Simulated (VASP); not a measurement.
CdSe:

```
Cd Se
1.0
     0.00000    3.07027    3.07027
     3.07027    0.00000    3.07027
     3.07027    3.07027    0.00000
Cd Se
1 1
Direct
  0.00000 0.00000 0.00000
  0.75000 0.75000 0.75000
```

Measurements of this composition are mostly on another form, of space group No. 186.

| Quantity | Value |
| --- | --- |
| Program | VASP 6.6.1 |
| Task | relaxation of cell and atoms |
| Functional | PBE |
| Potentials or basis | VASP PAW PBE potentials, release 64 (Cd, Se) |
| Cutoff | 600 eV |
| k mesh | 10 × 10 × 10 |
| Occupations | gaussian, width 0.02 eV |
| Spin | no spin polarisation |

At the start: pressure 1.5 GPa; volume 28.94 Å³/atom.

Task: How do energy, volume and symmetry change on relaxing?

Result: Over 3 steps the energy falls by 4.3 meV/atom and the volume is 29.87 Å³/atom (+3.2 %); space group F-43m (No. 216, to 0.05 Å).

The path:
```tsv
step	energy change (eV)	largest force (eV/Å)	pressure (GPa)	volume (Å³)
1	0.0000	0.0000	1.52	57.88
2	-0.0080	0.0000	-0.35	60.22
3	-0.0086	0.0000	0.00	59.74
```

Final structure:
```cif
data_structure
_symmetry_space_group_name_H-M 'P 1'
_symmetry_Int_Tables_number 1
_cell_length_a 4.3880
_cell_length_b 4.3880
_cell_length_c 4.3880
_cell_angle_alpha 60.000
_cell_angle_beta 60.000
_cell_angle_gamma 60.000
_cell_volume 59.74
loop_
_atom_site_label
_atom_site_type_symbol
_atom_site_fract_x
_atom_site_fract_y
_atom_site_fract_z
_atom_site_occupancy
Cd1 Cd 0.00000 0.00000 0.00000 1
Se1 Se 0.75000 0.75000 0.75000 1
```
